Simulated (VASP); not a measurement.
Level of theory: PBEsol GGA, VASP's PBE PAW potentials (set 64) (plane waves; VASP).

Input for VASP

### INCAR
```
SYSTEM = Ga
PREC = Accurate
ENCUT = 300
EDIFF = 1E-6
NELM = 100
ALGO = Normal
LREAL = .FALSE.
LASPH = .TRUE.
ISMEAR = 0
SIGMA = 0.1
GGA = PS
LMAXMIX = 4
LWAVE = .FALSE.
LCHARG = .FALSE.
ISIF = 2
```

POSCAR:
```
Ga
1
    1.3830000000    -4.0265000000     0.0000000000
    1.3830000000     4.0265000000     0.0000000000
   -0.1174470000     0.0000000000     3.3299290000
Ga
2
Direct
  0.8681270000   0.1571610000   0.2598350000
  0.1318730000   0.8428390000   0.7401650000
```

### KPOINTS
```
Automatic mesh
0
Gamma
8 8 7
0 0 0
```

POTCAR, in this order: Ga_d (PBE.64 set). Program: vasp_std.

Problem. Predict the energy per atom (σ→0), largest force, band gap (on the k-mesh).

Solution. 
| Property | Result |
|---|---|
| energy per atom (σ→0) | -3.297 eV/atom |
| band gap (on the k-mesh) | none (metal, semimetal or under 0.01 eV) |
| largest force | 0.776 eV/Å |

OSZICAR:
```
...
DAV:   5    -0.668929347141E+01   -0.10857E-02   -0.10855E-02  9271   0.102E+00    0.155E+00
DAV:   6    -0.661410394074E+01    0.75190E-01   -0.15985E-01 10102   0.724E+00    0.748E-01
DAV:   7    -0.659980995831E+01    0.14294E-01   -0.27365E-02 10726   0.246E+00    0.224E-01
DAV:   8    -0.659807486248E+01    0.17351E-02   -0.27672E-03  8424   0.801E-01    0.253E-02
DAV:   9    -0.659806474518E+01    0.10117E-04   -0.14372E-04  9196   0.110E-01    0.719E-03
DAV:  10    -0.659806598813E+01   -0.12430E-05   -0.10942E-05  8575   0.411E-02    0.280E-03
DAV:  11    -0.659806605366E+01   -0.65531E-07   -0.15222E-06  5276   0.183E-02
   1 F= -.65980661E+01 E0= -.65949163E+01  d E =-.629956E-02
```

The structure comes from a measured Ga entry of the Crystallography Open Database, whose conditions weren't checked. The cell was not relaxed at this level, atoms are displaced from their ideal sites. The k-mesh is coarse (spacing up to 0.30 per Å, 2π included), so the numbers may not be converged in it.
